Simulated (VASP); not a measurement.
## CdCuCl3: structure and properties in VASP

Wanted: the relaxed cell of CdCuCl3 and its properties. The steps: rough relaxation of the start cell, full relaxation (r2SCAN), single point with fields (r2SCAN), bands along the symmetry lines (r2SCAN), density of states (r2SCAN), band structure (r2SCAN + SOC), optical spectrum (r2SCAN), independent-particle dielectric function (r2SCAN) and bands along the symmetry lines (HSE06). The cell is invented: it takes the structure of COD entry 1010123, CsCdCl3 (space group 221 there), with some of its atoms replaced by other elements, volume scaled by an estimate. It may not be a known or stable phase.

Calculated with VASP 6.6.1; r2SCAN; plane waves and PAW (Cd, Cu, Cl), in the first sound run; inputs show where later runs differ.

## Step 1: Starting point

Before any relaxation, the start is as follows. Symmetry: Pm-3m, No. 221, cubic system. Conventional cell: a = 4.746 Å, b = 4.746 Å, c = 4.746 Å, α = 90.00°, β = 90.00°, γ = 90.00°. Nearest to Cd lie 6 Cl at 2.37 Å. Cu has 12 Cl at 3.36 Å nearest. Nearest to Cl lie 2 Cd at 2.37 Å. It derives from CsCdCl3. It takes the structure of COD entry 1010123, CsCdCl3 (space group 221 there), with some of its atoms replaced by other elements, volume scaled by an estimate. Farther neighbours and most contacts between anions are not listed.

Coordinates:

```xyz
5
Lattice="4.7462 0.0000 0.0000 0.0000 4.7462 0.0000 0.0000 0.0000 4.7462" Properties=species:S:1:pos:R:3 pbc="T T T"
Cd    2.3731    2.3731    2.3731
Cu    0.0000    0.0000    0.0000
Cl    0.0000    2.3731    2.3731
Cl    2.3731    0.0000    2.3731
Cl    2.3731    2.3731    0.0000
```

## Step 2: Rough relaxation of the start cell

The start is only an estimate, so a cheap relaxation brings it near a minimum before any careful run. r2SCAN adds the kinetic-energy density, costs more than a GGA and is run with LASPH.

The input, INCAR:

```
SYSTEM = CdCuCl3
PREC = Normal
ENCUT = 400
EDIFF = 1E-05
NELM = 60
ISMEAR = 0
SIGMA = 0.05
LREAL = .FALSE.
ALGO = Normal
METAGGA = R2SCAN
LASPH = .TRUE.
NBANDS = 28
LORBIT = 11
LWAVE = .FALSE.
LCHARG = .FALSE.
KPAR = 2
IBRION = 2
NSW = 40
ISIF = 3
EDIFFG = -0.04
```

The input, POSCAR:

```
CdCuCl3
1.0
    4.7462420000      0.0000000000      0.0000000000
    0.0000000000      4.7462420000      0.0000000000
    0.0000000000      0.0000000000      4.7462420000
Cd Cu Cl
1 1 3
Direct
    0.5000000000      0.5000000000      0.5000000000
    0.0000000000      0.0000000000      0.0000000000
    0.0000000000      0.5000000000      0.5000000000
    0.5000000000      0.0000000000      0.5000000000
    0.5000000000      0.5000000000      0.0000000000
```

The input, KPOINTS:

```
Automatic mesh
0
Gamma
4 4 4
0 0 0
```

Potentials, in the order of the species: Cd, Cu and Cl (PBE family, release 64).

Launch:

```sh
$ mpirun -np 2 vasp_std
```

Log:

```text
[banner, memory and clock lines left out]
running    2 mpi-ranks, on    1 nodes
 distrk:  each k-point on    1 cores,    2 groups
 distr:  one band on    1 cores,    1 groups

 POSCAR found type information on POSCAR CdCuCl
 POSCAR found :  3 types and       5 ions
|                                                                             |
|               ----> ADVICE to this user running VASP <----                  |
|                                                                             |
|     You enforced a specific xc type in the INCAR file but a different       |
|     [... a line on the potential file left out ...]
|     I HOPE YOU KNOW WHAT YOU ARE DOING!                                     |
|                                                                             |

 LDA part: xc-table for (None), standard interpolation
 POSCAR, INCAR and KPOINTS ok, starting setup
 FFT: planning ... GRIDC
 FFT: planning ... GRID_SOFT
 FFT: planning ... GRID
 WAVECAR not read
 entering main loop
       N       E                     dE             d eps       ncg     rms          rms(c)
DAV:   1     0.335218142731E+03    0.33522E+03   -0.18047E+04   560   0.137E+03
DAV:   2    -0.152413628779E+02   -0.35046E+03   -0.33522E+03   588   0.356E+02
DAV:   3    -0.595733774440E+02   -0.44332E+02   -0.43057E+02   728   0.133E+02
DAV:   4    -0.614647370127E+02   -0.18914E+01   -0.18837E+01   684   0.275E+01
DAV:   5    -0.615524256026E+02   -0.87689E-01   -0.87651E-01   832   0.586E+00    0.186E+01
DAV:   6    -0.506576142413E+02    0.10895E+02   -0.10610E+01   612   0.422E+01    0.162E+01
DAV:   7    -0.502983730057E+02    0.35924E+00   -0.27947E+00   712   0.236E+01    0.982E+00
DAV:   8    -0.503251592758E+02   -0.26786E-01   -0.25088E-01   704   0.506E+00    0.141E+00
DAV:   9    -0.503166830114E+02    0.84763E-02   -0.59034E-02   728   0.296E+00    0.509E-01
DAV:  10    -0.503173703484E+02   -0.68734E-03   -0.12109E-02   676   0.754E-01    0.191E-01
DAV:  11    -0.503171233792E+02    0.24697E-03   -0.14153E-03   704   0.431E-01    0.599E-02
DAV:  12    -0.503172165458E+02   -0.93167E-04   -0.21734E-04   672   0.163E-01    0.245E-02
DAV:  13    -0.503172126316E+02    0.39142E-05   -0.25676E-05   476   0.730E-02
   1 F= -.50317213E+02 E0= -.50317213E+02  d E =-.503172E+02
 curvature:   0.00 expect dE= 0.000E+00 dE for cont linesearch  0.000E+00
 trial: gam= 0.00000 g(F)=  0.000E+00 g(S)=  0.258E+01 ort = 0.000E+00 (trialstep = 0.100E+01)
 search vector abs. value=  0.258E+01
 bond charge predicted
       N       E                     dE             d eps       ncg     rms          rms(c)
DAV:   1    -0.741195828785E+02   -0.23802E+02   -0.71128E+02   664   0.358E+02    0.478E+01
DAV:   2    -0.537459952329E+02    0.20374E+02   -0.67362E+01   612   0.862E+01    0.195E+01
DAV:   3    -0.520647870655E+02    0.16812E+01   -0.29467E+00   612   0.142E+01    0.163E+01
DAV:   4    -0.512180719100E+02    0.84672E+00   -0.18531E+00   676   0.102E+01    0.516E+00
DAV:   5    -0.512032800141E+02    0.14792E-01   -0.15493E-01   604   0.380E+00    0.551E-01
DAV:   6    -0.512025146173E+02    0.76540E-03   -0.17557E-02   688   0.157E+00    0.340E-01
DAV:   7    -0.512026613517E+02   -0.14673E-03   -0.35082E-03   708   0.810E-01    0.180E-01
DAV:   8    -0.512026105640E+02    0.50788E-04   -0.33616E-04   684   0.198E-01    0.380E-02
DAV:   9    -0.512026222864E+02   -0.11722E-04   -0.26577E-05   444   0.364E-02    0.827E-03
DAV:  10    -0.512026231550E+02   -0.86860E-06   -0.66574E-06   308   0.304E-02
   2 F= -.51202623E+02 E0= -.51202623E+02  d E =-.885411E+00
[...]
3 F= -.51234483E+02 E0= -.51234483E+02  d E =-.917270E+00
 curvature:  -0.30 expect dE=-0.416E-03 dE for cont linesearch -0.416E-03
 ZBRENT: interpolating
 opt :   0.8319  next Energy=   -51.235292 (dE=-0.918E+00)
 bond charge predicted
       N       E                     dE             d eps       ncg     rms          rms(c)
DAV:   1    -0.512538110908E+02   -0.19333E-01   -0.46197E-01   688   0.768E+00    0.105E+00
DAV:   2    -0.512362950671E+02    0.17516E-01   -0.90455E-02   664   0.400E+00    0.300E-01
DAV:   3    -0.512347784333E+02    0.15166E-02   -0.62576E-03   696   0.109E+00    0.266E-01
DAV:   4    -0.512344962991E+02    0.28213E-03   -0.59467E-04   696   0.219E-01    0.171E-01
DAV:   5    -0.512344222059E+02    0.74093E-04   -0.68897E-05   576   0.882E-02    0.239E-02
DAV:   6    -0.512344195610E+02    0.26449E-05   -0.82849E-06   308   0.336E-02
   4 F= -.51234420E+02 E0= -.51234420E+02  d E =-.917207E+00
 curvature:  -0.59 expect dE=-0.285E-03 dE for cont linesearch -0.285E-03
 trial: gam= 0.00000 g(F)=  0.887E-65 g(S)=  0.486E-03 ort =-0.354E-01 (trialstep = 0.966E+00)
 search vector abs. value=  0.486E-03
 reached required accuracy - stopping structural energy minimisation
```

The job ended after 57 s (2 MPI ranks of AMD EPYC 7R43, shared host; peak memory 0.25 GiB; 1.9 min of CPU time).

The logs omit lines about the potential files and the build; timing stands in the text.

From OUTCAR (step 2):

```text
ion  position               nearest neighbor table
   1  0.500  0.500  0.500-   3 2.37   4 2.37   5 2.37   5 2.37   4 2.37   3 2.37
   2  0.000  0.000  0.000-
   3  0.000  0.500  0.500-   1 2.37   1 2.37
   4  0.500  0.000  0.500-   1 2.37   1 2.37
   5  0.500  0.500  0.000-   1 2.37   1 2.37

  LATTYP: Found a simple cubic cell.
 ALAT       =     4.7462420000

 Subroutine GETGRP returns: Found 48 space group operations
 (whereof 48 operations were pure point group operations)

The static configuration has the point symmetry O_h .

 Found     10 irreducible k-points:

   k-points           NKPTS =     10   k-points in BZ     NKDIM =     10   number of bands    NBANDS=     28

   dimension x,y,z NGX =    24 NGY =   24 NGZ =   24
   dimension x,y,z NGXF=    48 NGYF=   48 NGZF=   48

   ENCUT  =  400.0 eV  29.40 Ry    5.42 a.u.   7.74  7.74  7.74*2*pi/ulx,y,z

   NELECT =      44.0000    total number of electrons

 k-points in reciprocal lattice and weights: Automatic mesh
   0.00000000  0.00000000  0.00000000       0.016
   0.25000000  0.00000000  0.00000000       0.094
   0.50000000  0.00000000  0.00000000       0.047
   0.25000000  0.25000000  0.00000000       0.188
   0.50000000  0.25000000  0.00000000       0.188
   0.50000000  0.50000000  0.00000000       0.047
   0.25000000  0.25000000  0.25000000       0.125
   0.50000000  0.25000000  0.25000000       0.188
   0.50000000  0.50000000  0.25000000       0.094
   0.50000000  0.50000000  0.50000000       0.016

 average (electrostatic) potential at core
       1 -45.4509       2 -74.2590       3 -97.2920       4 -97.2920       5 -97.2920

 E-fermi :   0.1446

 k-point     1 :       0.0000    0.0000    0.0000
  band No.  band energies     occupation
    ...
     18      -0.2638      2.00000
     19      -0.2638      2.00000
     20      -0.2435      2.00000
     21      -0.2435      2.00000
     22      -0.2435      2.00000
     23       0.9959      0.00000
     24       2.2566      0.00000
     25       8.1406      0.00000
     26       8.1406      0.00000
     27       8.2662      0.00000
    ...

 k-point     2 :       0.2500    0.0000    0.0000
  band No.  band energies     occupation
    ...
     18      -0.2484      2.00000
     19      -0.2427      2.00000
     20      -0.2021      2.00000
     21      -0.1876      2.00000
     22      -0.1876      2.00000
     23       1.5854      0.00000
     24       3.3777      0.00000
     25       6.3576      0.00000
     26       7.5168      0.00000
     27       7.5168      0.00000
    ...

 k-point     3 :       0.5000    0.0000    0.0000
  band No.  band energies     occupation
    ...
     18      -0.2419      2.00000
     19      -0.2334      2.00000
     20      -0.1522      2.00000
     21      -0.1337      2.00000
     22      -0.1337      2.00000
     23       2.2558      0.00000
     24       4.9634      0.00000
     25       5.2646      0.00000
     26       7.1529      0.00000
     27       7.1529      0.00000
    ...

  Total       -0.1295151     -0.1295151     -0.1295151     -0.0000000     -0.0000000     -0.0000000
  in kB       -1.5590704     -1.5590704     -1.5590704     -0.0000000     -0.0000000     -0.0000000
  external PRESSURE =      -1.5590704 kB  Pullay stress =       0.0000000 kB

  energy-cutoff  :      400.00
  volume of cell :      133.10
      direct lattice vectors                 reciprocal lattice vectors
     5.105697852  0.000000000 -0.000000000     0.195859612  0.000000000  0.000000000
    -0.000000000  5.105697852 -0.000000000    -0.000000000  0.195859612  0.000000000
     0.000000000  0.000000000  5.105697852     0.000000000  0.000000000  0.195859612

 POSITION                                       TOTAL-FORCE (eV/Angst)
 -----------------------------------------------------------------------------------
      2.55285      2.55285      2.55285         0.000000      0.000000      0.000000
      0.00000      0.00000      0.00000        -0.000000      0.000000      0.000000
     -0.00000      2.55285      2.55285         0.000000      0.000000      0.000000
      2.55285      0.00000      2.55285        -0.000000      0.000000      0.000000
      2.55285      2.55285     -0.00000        -0.000000      0.000000      0.000000
 -----------------------------------------------------------------------------------
    total drift:                                0.000000     -0.000000     -0.000000

  FREE ENERGIE OF THE ION-ELECTRON SYSTEM (eV)
  ---------------------------------------------------
  free  energy   TOTEN  =       -51.2344195610 eV

  energy  without entropy=      -51.2344195610  energy(sigma->0) =      -51.23441956

 reached required accuracy - stopping structural energy minimisation

 total charge
# of ion       s       p       d       tot
------------------------------------------
    1        0.311   0.260   9.636  10.207
    2        0.057   0.018   9.524   9.599
    3        1.605   3.555   0.000   5.161
    4        1.605   3.555   0.000   5.161
    5        1.605   3.555   0.000   5.161
--------------------------------------------------
tot          5.184  10.944  19.160  35.288

[... 3 further parts left out ...]
```

The gap is read on the k-mesh alone, so it is an upper bound where the band edges lie off the mesh, and a coarse mesh can show a gap where there is none. This relaxation is a rough one on cheap settings, only to bring the start near its minimum. The PAW data sets were made with PBE, which is usual practice but a small mismatch for other functionals. After so large a change of volume the plane waves of the start cell no longer fit, so the final stress carries a basis-set error. The run keeps the 48 symmetry operations of its start, so it cannot find a distortion of lower symmetry.

The steps of the relaxation:

| step | energy less that of the first step (eV) | largest force (eV/Å) | pressure (GPa) | volume (Å³) |
| --- | --- | --- | --- | --- |
| 1 | 0.0000 | 0.0000 | 14.14 | 106.92 |
| 2 | -0.8854 | 0.0000 | -1.56 | 138.86 |
| 3 | -0.9173 | 0.0000 | 0.26 | 132.18 |
| 4 | -0.9172 | 0.0000 | -0.16 | 133.10 |

| conventional cell, symmetrised | before | after | change |
| --- | --- | --- | --- |
| a (Å) | 4.746 | 5.106 | +7.6 % |
| b (Å) | 4.746 | 5.106 | +7.6 % |
| c (Å) | 4.746 | 5.106 | +7.6 % |
| volume (Å³/atom) | 21.38 | 26.62 | +24.5 % |

The relaxed structure:

```cif
data_structure
_symmetry_space_group_name_H-M 'P 1'
_symmetry_Int_Tables_number 1
_cell_length_a 5.1057
_cell_length_b 5.1057
_cell_length_c 5.1057
_cell_angle_alpha 90.000
_cell_angle_beta 90.000
_cell_angle_gamma 90.000
_cell_volume 133.10
loop_
_atom_site_label
_atom_site_type_symbol
_atom_site_fract_x
_atom_site_fract_y
_atom_site_fract_z
_atom_site_occupancy
Cd1 Cd 0.50000 0.50000 0.50000 1
Cu2 Cu 0.00000 0.00000 0.00000 1
Cl3 Cl 0.00000 0.50000 0.50000 1
Cl4 Cl 0.50000 0.00000 0.50000 1
Cl5 Cl 0.50000 0.50000 0.00000 1
```

A gap read on the k-mesh alone can miss the band edges.

Numbers from this step:

| Property | Result |
| --- | --- |
| electrons | 44 |
| bands | 28 |
| irreducible k-points | 10 |
| symmetry operations | 48 |
| free energy (TOTEN) | -51.2344 eV |
| Fermi energy | 0.1446 eV |
| pressure | -0.1559 GPa |
| metallic, judged on the points sampled | no |
| valence top at k | 0.5, 0.5, 0 |
| conduction bottom at k | 0, 0, 0 |
| least direct gap at k | 0, 0, 0 |
| SCF cycles over all ionic steps | 37 |
| gap on the k-mesh | 1.125 eV |
| least direct gap on the k-mesh | 1.239 eV |

It ends with forces that vanish by symmetry and a pressure of -0.16 GPa.

(Part 1 of 5 ends here.)

[Lines on the potential files, build, host, timing and source positions are cut from VASP's logs without a mark.]

[Logs are printed without paths, hosts, clocks, repeated set-up lines and the standing remarks that a program may print on its own settings, such as how far it seeks lower states.]

[Hosts, paths, dates, database ids (printed as entryN), source tags and the programs' standing remarks are cut or masked in the printed files.]

[A measured line is paired with the nearest computed mode of its activity, which favours agreement.]

[In band tables of VASP the shares of atoms and orbitals are scaled to a sum of 1 inside the atoms' spheres.]
